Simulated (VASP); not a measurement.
Data:

```xyz
2
Lattice="1.8454 -3.1964 0.0000 1.8454 3.1964 0.0000 0.0000 0.0000 5.6390" Properties=species:S:1:pos:R:3 pbc="T T T"
Tl     1.8454     1.0655     1.4097
Tl     1.8454    -1.0655     4.2292
```

All values below come from PBE GGA, VASP's PBE PAW potentials (set 64) (plane waves; VASP). Numerical set-up: 480 eV cut-off, 12×12×6 Γ-centred mesh, first-order Methfessel-Paxton smearing of 0.10 eV, potentials Tl_d.

Give the stress tensor in GPa (positive for a compressed cell).

```
-1.39   0.00   0.00
 0.00  -1.39   0.00
 0.00   0.00  -0.92
```
The pressure is its mean diagonal, -1.24 GPa.

The compound is Tl in the hcp structure. This cell was strained or had an atom moved on purpose.
